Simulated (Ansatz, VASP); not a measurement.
**Mo in two plane-wave programs**

Aim: how closely do two programs agree when they are given the same cell, functional and k mesh? The cell is taken from a series of VASP runs on this material, whose earlier steps may have relaxed, scaled or displaced it; both programs get it as it stands.

Main program and level: Ansatz 0.2.0; plane waves, with VASP 6.6.1 beside it; single point at r2SCAN with rVV10 and band structure at r2SCAN with rVV10, spin-orbit coupling.

## (1) The starting structure

It takes space group Im-3m (No. 229, cubic). Conventional cell: a = 3.145 Å, b = 3.145 Å, c = 3.145 Å, α = 90.00°, β = 90.00°, γ = 90.00°. Mo has 8 Mo at 2.72 Å nearest.

Structure file:

```cif
data_structure
_symmetry_space_group_name_H-M 'Im-3m'
_symmetry_Int_Tables_number 229
_cell_length_a 3.1449
_cell_length_b 3.1449
_cell_length_c 3.1449
_cell_angle_alpha 90.000
_cell_angle_beta 90.000
_cell_angle_gamma 90.000
_cell_volume 31.10
loop_
_atom_site_label
_atom_site_type_symbol
_atom_site_symmetry_multiplicity
_atom_site_Wyckoff_symbol
_atom_site_fract_x
_atom_site_fract_y
_atom_site_fract_z
_atom_site_occupancy
Mo1 Mo 2 a 0.00000 0.00000 0.00000 1
```

## (2) Ansatz: single point, r2SCAN with rVV10

Ansatz runs on its default PAW (the set named soft_2) files.

A single point gives forces, pressure and levels at one fixed geometry, so differences don't come from the geometry; what else differs is listed under the comparison.

input.yaml

```yaml
crystal:
  lattice:
    - [-1.5724553579, 1.5724553579, 1.5724553579]
    - [1.5724553579, -1.5724553579, 1.5724553579]
    - [1.5724553579, 1.5724553579, -1.5724553579]
  atoms:
    - { symbol: Mo, position: [0.0, 0.0, 0.0] }
hamiltonian:
  xc: r2scan
  pseudopotentials: { kind: paw }
  dispersion: rvv10
kpoints:
  mp_grid: { grid: [10, 10, 10] }
scf:
  occupations: { method: methfessel_paxton, width: 0.2 }
  n_extra_bands: 4
output:
  forces: true
  stress: true
  eigenvalues: true
  write_density: true
  write_potential: true
  elf: true
  volumetric_format: npy
```

Launch:

```
$ ansatz run input.yaml --threads 2 --pin off --max-ram 4608MiB --backend cpu --events-out ev --progress --plain --runs-dir out
```

Numbers of over 12 decimals in the logs are rounded to 6 here.

Output:

```text
scf.n_extra_bands = 4 over 7 filled bands (N_el = 14.0): the run solves 11 bands
Engine: ansatz 0.2.0, aarch64-unknown-linux-gnu
Pseudopotentials: kind: paw
Pseudopotential: Mo, paw, valence charge 14, recommended cutoff 500 eV (meta_gga), Mo.paw.azcp
Functional definition: r2SCAN+rVV10
  parameter k0 = 0.174
  parameter k1 = 0.065
  parameter a1 = 4.9479
  exchange = r2scan_x(k0 = k0, k1 = k1, a1 = a1)
  correlation = r2scan_c + rvv10(11.95, 0.0093)
Crystal: 1 atoms, lattice volume = 15.552 Å³
Basis set: ecut = 500 eV, 381 PW (Γ), exchange–correlation on 96×96×96 points (64 copies of the dense FFT grid, shifted against one another)
Bands: 11, of which v1, the nominal top of the filled ones, is band 7 counted from 1 (6 counted from 0)
Symmetry: 48 space group operations
Space group: Im-3m (ITA 229), of the structure as read, at distance tolerance 2.5e-5 Å
k-points: 47 of 1000
Non-local potential: Mo, projectors of the file, l = 0: 3, l = 1: 2, l = 2: 2, l = 3: 1
PAW form: soft (Blöchl's): semilocal exchange-correlation on the pseudo side does not see the compensation charge
rVV10 density: all electrons in the spheres
PAW frozen core: Mo, regenerated for the run's functional (the file was generated under x = pbe(κ = 0.804, μ = 0.219515), c = pbe(β = 0.066725))
PAW one-centre angular grid: Mo, 590 points (default); XC on 160 Gauss nodes
Initial density: superposition of atomic densities (neutral atoms: chi_scale 0, normalization atom), corrected by the library's trained network
Initial wavefunctions: pseudopotential atomic-orbital guess
Functional: x = r2scan, c = r2scan + rvv10(b = 11.95, C = 0.0093); τ floored in thin density (d = 2e-4 eV/Å³)
SCF iter   1: F=—  HF=-4966.129335 eV  |F-HF|=—  |Δ(HF+E_count)|=         —  Δρ=9.97e-3  dr2=1.24e-2  dr2_τ=1.94e-2  ethr=1.77e-3  ⟨swp⟩=5.0  Hψ=2995  notcnv=0
preconditioner: auto → none  [metal: Δε(μ)=0.007 eV  Ē_g=8.836 eV  σ=0.200 eV  W_gap=0.03  n_scr=0 (ndim 8)  ℏωp=23.1 eV  f_vac=0.000  D(μ)=1.18/eV (n_scr^D=12)]
SCF iter   2: F=—  HF=-4966.128295 eV  |F-HF|=—  |Δ(HF+E_count)|=   1.04e-3  S|Δr|=    0.00e0  Δρ=2.99e-3  dr2=2.35e-4  dr2_τ=5.13e-4  ethr=8.89e-5  ⟨swp⟩=2.6  Hψ=1205  notcnv=0
SCF iter   3: F=—  HF=-4966.128529 eV  |F-HF|=—  |Δ(HF+E_count)|=   2.34e-4  S|Δr|=    0.00e0  Δρ=1.43e-3  dr2=5.50e-5  dr2_τ=1.56e-5  ethr=1.68e-6  ⟨swp⟩=1.1  Hψ=546  notcnv=0
SCF iter   4: F=—  HF=-4966.128593 eV  |F-HF|=—  |Δ(HF+E_count)|=   6.33e-5  S|Δr|=    0.00e0  Δρ=5.88e-5  dr2=2.50e-7  dr2_τ=6.17e-8  ethr=3.93e-7  ⟨swp⟩=2.9  Hψ=841  notcnv=0
SCF iter   5: F=-4966.128593 eV  HF=-4966.128593 eV  |F-HF|=1.53e-9  |Δ(HF+E_count)|=   1.43e-8  S|Δr|=    0.00e0  Δρ=9.61e-6  dr2=7.96e-9  dr2_τ=2.04e-9  ethr=7.14e-10  ⟨swp⟩=9.1  Hψ=3456  notcnv=0
SCF 1 converged in 5 iterations: F = -4966.128593 eV  dr2 = 7.96e-9
  greatest PAW one-centre occupation: 0.997 electrons in one spin orbital (limit 2), on the Mo atom at site 0 (counted from 0), in its partial waves of l = 0
SCF converged after 5 iterations
Stability not checked: this state was not tested for a lower state beside it, because cold or Methfessel-Paxton smearing, or corrected tetrahedra, fill the levels in a way that the test cannot read (fill_not_monotonic; see scf.lower_state_search)
Free energy (F): -4966.128593 eV
Harris-Foulkes:  -4966.128593 eV  (|F-HF|=1.53e-9)
Internal energy: -4966.126189 eV  (E = F + TS)
E sigma→0 (E₀):  -4966.127992 eV
Entropy (-TS):   -0.002403 eV (-2.403 meV/atom)
Fermi energy:    21.295580 eV
--- Per-component energies (eV) ---
  E_band       = -65.797081
  E_kinetic    = 440.114183
  E_local      = -777.451201  (includes V_loc(G=0)·N_el)
  E_nonlocal   = 142.174351
  E_hartree    = 256.568930
  E_xc         = -177.191952
  E_vxc        = -256.350949  (∫ρ·V_xc dr)
  E_paw        = -3217.144545  (= ΣΔE_a)
  E_vpaw       = -144.428447  (= ΣTr[D̂ρ^β])
  E_aug_tail   = 0.000002  (compensation charges beyond the density's cutoff)
  E_vtau       = 17.004646  (kinetic-family band-sum trace: ∫τ·v_τ [+ j·A + Jᵃ·Aᵃ] dr)
  E_ewald      = -1632.974755
  E_core_change = -0.221204  (= ΣΔE_core)
  E_smearing   = -0.002403  (= −TS)
  E_closure    = 0.000000  (closes the sum)
  Σ components = -4966.128593   (vs F -4966.128593, Δ=0.00e0)
--- Forces (eV/Å), atoms counted from 1 ---
  atom   1  Mo    -0.00000000     0.00000000     0.00000000
  max |Σ_I F_I| component: 7.19e-32 eV/Å
--- Stress (GPa, compression-positive) ---
       -0.667394      -0.000000       0.000000
        0.000000      -0.667394       0.000000
        0.000000       0.000000      -0.667394
  P = ⅓ Tr σ = -0.6674 GPa (-6.674 kbar)
--- Band table (eV; the first three rows and the last of 47) ---
  k-point 0: bands = [... 3 lower, -14.4984, 13.4917, 19.7464, 19.7464, 19.7464, 23.0893, 23.0893, 36.4784]
  k-point 1: bands = [... 3 lower, -14.4996, 13.9484, 19.4890, 19.6893, 20.1804, 22.7429, 23.0960, 36.7905]
  k-point 2: bands = [... 3 lower, -14.5027, 15.0621, 18.8782, 19.4773, 21.4210, 22.4166, 23.1656, 36.9738]
  k-point 46: bands = [... 3 lower, -15.5433, 15.4853, 15.4853, 25.3486, 25.3486, 25.3486, 30.6650, 30.6650]
```

The job ended after 2.6 s (2 threads of Arm Neoverse N1, shared host; peak memory 0.31 GiB).

The run ends at a pressure of -0.67 GPa.

## (3) VASP: single point, r2SCAN with rVV10

The same cell, functional, mesh and smearing now go to VASP, with its own data sets and cutoff.

Lines of VASP's logs that name or quote its potential files are left out, and so is its time.

INCAR

```
SYSTEM = Mo
PREC = Accurate
ENCUT = 400
EDIFF = 1E-06
NELM = 100
ISMEAR = 1
SIGMA = 0.2
LREAL = .FALSE.
ALGO = Normal
METAGGA = R2SCAN
LUSE_VDW = .TRUE.
IVDW_NL = 2
BPARAM = 11.95
CPARAM = 0.0093
LASPH = .TRUE.
NBANDS = 13
LORBIT = 11
LWAVE = .FALSE.
LCHARG = .TRUE.
ISIF = 2
LELF = .TRUE.
LVHAR = .TRUE.
```

POSCAR

```
Mo
1.0
   -1.5724553579      1.5724553579      1.5724553579
    1.5724553579     -1.5724553579      1.5724553579
    1.5724553579      1.5724553579     -1.5724553579
Mo
1
Direct
    0.0000000000      0.0000000000      0.0000000000
```

KPOINTS

```
Automatic mesh
0
Gamma
10 10 10
0 0 0
```

PAW data sets: Mo_sv (PBE family, release 64).

Launch:

```
$ mpirun -np 2 vasp_std
```

Output:

```text
[banner, memory and clock lines left out]
running    2 mpi-ranks, on    1 nodes
 distrk:  each k-point on    2 cores,    1 groups
 distr:  one band on    1 cores,    2 groups

 POSCAR found type information on POSCAR Mo
 POSCAR found :  1 types and       1 ions
|                                                                             |
|               ----> ADVICE to this user running VASP <----                  |
|                                                                             |
|     You have switched on vdW-DFT.                                           |
|     This routine was written and supplied by Jiri Klimes. We recommend      |
|     that you carefully read and cite the following publications:            |
|       J. Klimes, D.R. Bowler, A. Michelides                                 |
|          J. Phys.: Cond Matt. 22 022201 (2010)                              |
|       J. Klimes, D.R. Bowler, A. Michelides                                 |
|          Phys. Rev. B. 83, 195131 (2011)                                    |
|     and references therein.                                                 |
|                                                                             |

|                                                                             |
|               ----> ADVICE to this user running VASP <----                  |
|                                                                             |
|     You enforced a specific xc type in the INCAR file but a different       |
|     [... a line on the potential file left out ...]
|     I HOPE YOU KNOW WHAT YOU ARE DOING!                                     |
|                                                                             |

 LDA part: xc-table for (None), standard interpolation
|                                                                             |
|           W    W    AA    RRRRR   N    N  II  N    N   GGGG   !!!           |
|           W    W   A  A   R    R  NN   N  II  NN   N  G    G  !!!           |
|           W    W  A    A  R    R  N N  N  II  N N  N  G       !!!           |
|           W WW W  AAAAAA  RRRRR   N  N N  II  N  N N  G  GGG   !            |
|           WW  WW  A    A  R   R   N   NN  II  N   NN  G    G                |
|           W    W  A    A  R    R  N    N  II  N    N   GGGG   !!!           |
|                                                                             |
|     The number of bands has been changed from the values supplied in        |
|     The orbitals not found in the WAVECAR file will be initialized with     |
|     random numbers, which is usually adequate. For correlated               |
|     calculations, however, you should redo the groundstate calculation.     |
|     I found NBANDS = 13. Now, NBANDS = 14.                                  |
|                                                                             |

 POSCAR, INCAR and KPOINTS ok, starting setup
 FFT: planning ... GRIDC
 FFT: planning ... GRID_SOFT
 FFT: planning ... GRID
 WAVECAR not read
 entering main loop
       N       E                     dE             d eps       ncg     rms          rms(c)
Total rVV10 correction in eV:      0.2493757    14.0030733
DAV:   1     0.547594849127E+02    0.54759E+02   -0.70688E+03  1362   0.872E+02
DAV:   2    -0.313414486354E+02   -0.86101E+02   -0.82825E+02  1550   0.266E+02
DAV:   3    -0.321941150430E+02   -0.85267E+00   -0.85184E+00  1508   0.263E+01
DAV:   4    -0.321959611832E+02   -0.18461E-02   -0.18461E-02  1532   0.150E+00
DAV:   5    -0.321959714089E+02   -0.10226E-04   -0.10224E-04  1478   0.986E-02    0.186E+01
Total rVV10 correction in eV:      0.2305346    14.0030734
DAV:   6    -0.258214383624E+02    0.63745E+01   -0.25319E+00  1352   0.191E+01    0.230E+00
Total rVV10 correction in eV:      0.2251255    14.0030734
DAV:   7    -0.258242724793E+02   -0.28341E-02   -0.58092E-02  1502   0.266E+00    0.115E+00
Total rVV10 correction in eV:      0.2213249    14.0030734
DAV:   8    -0.258339933065E+02   -0.97208E-02   -0.24707E-02  1364   0.165E+00    0.626E-01
Total rVV10 correction in eV:      0.2220965    14.0030734
DAV:   9    -0.258339432077E+02    0.50099E-04   -0.29615E-03  1340   0.643E-01    0.596E-02
Total rVV10 correction in eV:      0.2219532    14.0030734
DAV:  10    -0.258340918017E+02   -0.14859E-03   -0.25864E-04  1436   0.182E-01    0.649E-02
Total rVV10 correction in eV:      0.2221675    14.0030734
DAV:  11    -0.258340551874E+02    0.36614E-04   -0.35869E-05  1352   0.700E-02    0.790E-03
Total rVV10 correction in eV:      0.2221662    14.0030734
DAV:  12    -0.258340556675E+02   -0.48009E-06   -0.24824E-07   886   0.513E-03
Total rVV10 correction in eV:      0.2221626    14.0030734
Total rVV10 correction in eV:      0.2221626    14.0030734
   1 F= -.25834056E+02 E0= -.25833250E+02  d E =-.241784E-02
```

From OUTCAR (step 3):

```text
ion  position               nearest neighbor table
   1  0.000  0.000  0.000-

  LATTYP: Found a body centered cubic cell.
 ALAT       =     3.1449107158

 Subroutine GETGRP returns: Found 48 space group operations
 (whereof 48 operations were pure point group operations)

The static configuration has the point symmetry O_h .

 Found     47 irreducible k-points:

   k-points           NKPTS =     47   k-points in BZ     NKDIM =     47   number of bands    NBANDS=     14

   dimension x,y,z NGX =    18 NGY =   18 NGZ =   18
   dimension x,y,z NGXF=    36 NGYF=   36 NGZF=   36

   ENCUT  =  400.0 eV  29.40 Ry    5.42 a.u.   4.44  4.44  4.44*2*pi/ulx,y,z

   NELECT =      14.0000    total number of electrons

 k-points in reciprocal lattice and weights: Automatic mesh
   0.00000000  0.00000000  0.00000000       0.001
   0.10000000  0.00000000  0.00000000       0.012
   0.20000000  0.00000000  0.00000000       0.012
   0.30000000  0.00000000  0.00000000       0.012
   0.40000000  0.00000000  0.00000000       0.012
   0.50000000  0.00000000  0.00000000       0.006
   0.10000000  0.10000000  0.00000000       0.024
   0.20000000  0.10000000  0.00000000       0.048
   0.30000000  0.10000000  0.00000000       0.048
[...]
0.50000000  0.50000000  0.40000000       0.012
   0.50000000  0.50000000  0.50000000       0.001

 average (electrostatic) potential at core
       1 -74.2485

 E-fermi :  12.7553

 k-point     1 :       0.0000    0.0000    0.0000
  band No.  band energies     occupation
    ...
      4     -23.0278      2.00000
      5       4.9277      2.00000
      6      11.2041      2.00000
      7      11.2041      2.00000
      8      11.2041      2.00000
      9      14.5529     -0.00000
     10      14.5529     -0.00000
     11      28.1143      0.00000
     12      28.1143      0.00000
     13      28.1143      0.00000
    ...

 k-point     2 :       0.1000    0.0000    0.0000
  band No.  band energies     occupation
    ...
      4     -23.0283      2.00000
      5       5.3857      2.00000
      6      10.9457      2.00000
      7      11.1463      2.00000
      8      11.6393      2.00000
      9      14.2052     -0.00000
     10      14.5599     -0.00000
     11      28.4297      0.00000
     12      28.8931      0.00000
     13      28.9523      0.00000
    ...

 k-point     3 :       0.2000    0.0000    0.0000
  band No.  band energies     occupation
    ...
      3     -23.1984      2.00000
      4     -23.0312      2.00000
      5       6.5020      2.00000
      6      10.3321      2.00000
      7      10.9318      2.00000
      8      12.8823      0.12995
      9      13.8787     -0.00000
     10      14.6292     -0.00000
     11      28.5985      0.00000
     12      29.9621      0.00000
    ...

  Total       -0.0003641     -0.0003641     -0.0003641      0.0000000     -0.0000000      0.0000000
  in kB       -0.0375102     -0.0375102     -0.0375102      0.0000000     -0.0000000      0.0000000
  external PRESSURE =      -0.0375102 kB  Pullay stress =       0.0000000 kB

  energy-cutoff  :      400.00
  volume of cell :       15.55
      direct lattice vectors                 reciprocal lattice vectors
    -1.572455358  1.572455358  1.572455358     0.000000000  0.317974051  0.317974051
     1.572455358 -1.572455358  1.572455358     0.317974051  0.000000000  0.317974051
     1.572455358  1.572455358 -1.572455358     0.317974051  0.317974051  0.000000000

 POSITION                                       TOTAL-FORCE (eV/Angst)
 -----------------------------------------------------------------------------------
      0.00000      0.00000      0.00000        -0.000000     -0.000000      0.000000
 -----------------------------------------------------------------------------------
    total drift:                                0.000000     -0.000000      0.000000

  FREE ENERGIE OF THE ION-ELECTRON SYSTEM (eV)
  ---------------------------------------------------
  free  energy   TOTEN  =       -25.8340556675 eV

  energy  without entropy=      -25.8316378282  energy(sigma->0) =      -25.83324972

 total charge
# of ion       s       p       d       tot
------------------------------------------
    1        2.377   6.213   3.893  12.483

[... 3 further parts left out ...]
```

The run ends at a pressure of 0.00 GPa.

## (4) Side by side

Known differences besides the potentials themselves: VASP keeps PBE cores, Ansatz makes them for the functional; the cutoff is 500 eV in Ansatz and 400 eV in VASP. Total energies have different zeros and are not compared.

Both answers:

```tsv
quantity	Ansatz	VASP	difference
pressure (GPa)	-0.67	0.00	-0.66
pressure without Ansatz's Pulay correction (GPa)	-0.75	0.00	-0.74
```

Ansatz's pressure holds a Pulay correction of 0.08 GPa; VASP's holds none.

[end of part 1 of 2]

[Lines on the potential files, build, host, timing and source positions are cut from VASP's logs without a mark.]

[Logs are printed without paths, hosts, clocks, repeated set-up lines and the standing remarks that a program may print on its own settings, such as how far it seeks lower states.]

[Hosts, paths, dates, database ids (printed as entryN), source tags and the programs' standing remarks are cut or masked in the printed files.]
